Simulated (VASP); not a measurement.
VASP ran on this input.

POSCAR:
```
TiS2
1
    1.6723090610    -2.8965246113    -0.0000000000
    1.6723090610     2.8965246113     0.0000000000
    0.0000000000     0.0000000000     5.6073149266
Ti S
1 2
Direct
  0.0000000000   0.0000000000   0.0000000000
  0.3333330000   0.6666670000   0.2550310691
  0.6666670000   0.3333330000   0.7449689309
```

### INCAR
```
# general
SYSTEM =TiS2
PREC   =Accurate
ENCUT  =500
LREAL  =.FALSE.
LASPH  =.TRUE.

# electronic loop
EDIFF  =1E-6
NELM   =100
ALGO   =Normal
LMAXMIX=4

# smearing
ISMEAR =1
SIGMA  =0.1

# functional
GGA    =PS

# ions
IBRION =2
NSW    =40
ISIF   =3
EDIFFG =-0.02

# output
LWAVE  =.FALSE.
LCHARG =.FALSE.
```

### KPOINTS
```
Automatic mesh
0
Gamma
11 11 6
0 0 0
```

POTCAR, in this order: Ti_sv S (PBE.64 set). Program: vasp_std.

Task: Translate this PBEsol calculation to Ansatz.

Result: One equivalent input (not run):
Ansatz 0.2 input:
```yaml
crystal:
  lattice:
    - [1.6723091, -2.8965246, 0.0000000]
    - [1.6723091, 2.8965246, 0.0000000]
    - [0.0000000, 0.0000000, 5.6073149]
  atoms:
    - { symbol: Ti, position: [0.0000000, 0.0000000, 0.0000000] }
    - { symbol: S, position: [0.3333330, 0.6666670, 0.2550311] }
    - { symbol: S, position: [0.6666670, 0.3333330, 0.7449689] }
kpoints:
  mp_grid: { grid: [11, 11, 6] }
hamiltonian:
  xc: pbesol
  pseudopotentials: { kind: paw }
scf:
  occupations: { method: methfessel_paxton, width: 0.1 }
  max_iter: 100
relax:
  max_steps: 40
  f_tol: 0.02
  cell: {}
output: { forces: true, stress: true, eigenvalues: true }
```
Limits of the translation: each code has its own PAW files, so the cut-off isn't converted (ENCUT is set for VASP's; basis.ecutwfc is left out, and Ansatz then takes the one that its files recommend); Ansatz stops its SCF on the density residual and VASP on the energy change (EDIFF).

The compound is TiS2 in the 1T layered structure. This run relaxes it. Symmetry was kept, so distortions that lower it aren't found.
